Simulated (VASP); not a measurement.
An input for Quantum ESPRESSO's pw.x (written as the equivalent of a VASP run, and not itself run):

```
&CONTROL
  calculation = 'scf'
  pseudo_dir = './pseudo'
  outdir = './out'
  tprnfor = .true.
  tstress = .true.
/
&SYSTEM
  ibrav = 0
  nat = 4
  ntyp = 2
  ecutwfc = 90
  occupations = 'smearing'
  smearing = 'gaussian'
  degauss = 0.003675
  input_dft = 'pbe'
  nspin = 2
  starting_magnetization(2) = 0.4
/
&ELECTRONS
  conv_thr = 7.3e-08
  electron_maxstep = 100
/
ATOMIC_SPECIES
  N 14.007 N.upf
  Fe 55.845 Fe.upf
CELL_PARAMETERS angstrom
     0.0000000    2.9466660    2.9466660
     2.9466660    0.0000000    2.9466660
     2.9466660    2.9466660    0.0000000
ATOMIC_POSITIONS crystal
  N    0.0000000  0.0000000  0.0000000
  Fe   0.5000000  0.5000000  0.5000000
  Fe   0.2500000  0.2500000  0.2500000
  Fe   0.7500000  0.7500000  0.7500000
K_POINTS automatic
  6 6 6 0 0 0
```

Translate this input to VASP (INCAR, KPOINTS, POSCAR, choice of POTCAR).

Several could match; the one computed here: 
File KPOINTS:
```
K-points
0
G
  6 6 6
```

File POSCAR:
```
Fe3N
1
    0.0000000000     2.9466660000     2.9466660000
    2.9466660000     0.0000000000     2.9466660000
    2.9466660000     2.9466660000     0.0000000000
N Fe
1 3
Direct
  0.0000000000   0.0000000000   0.0000000000
  0.5000000000   0.5000000000   0.5000000000
  0.2500000000   0.2500000000   0.2500000000
  0.7500000000   0.7500000000   0.7500000000
```

### INCAR
```
PREC=Accurate
SIGMA=0.05
ISIF=2   ! forces and stress, cell fixed
LCHARG=.FALSE.
ISMEAR=0   ! Gaussian
ENCUT=520   ! plane-wave cut-off (eV)
ISPIN=2   ! spin-polarised
LORBIT=10
LASPH=.TRUE.   ! aspherical one-centre terms
EDIFF=1E-6   ! SCF stop (eV)
GGA=PE   ! PBE
LREAL=.FALSE.
LMAXMIX=4
SYSTEM=Fe3N
NELM=100
ALGO=Damped
MAGMOM=0.0 3*4.0
LWAVE=.FALSE.
```

POTCAR, in this order: N Fe (PBE.64 set). Program: vasp_std.

What does not carry over: the potentials are each code's own (VASP's PAW set, PseudoDojo norm-conserving files in pw.x), so ENCUT and ecutwfc are chosen apart and not converted; conv_thr bounds pw.x's estimated SCF error, while EDIFF bounds the energy change between steps; starting_magnetization is a fraction of the valence charge and MAGMOM a moment in μB, so they match only roughly.

The structure was generated: Fe3N was put into the D03 type (Fm-3m), which need not be its known phase. The cell was not relaxed at this level. The run is one of a series of settings (ALGO = Damped against the base run), some of them coarse on purpose.
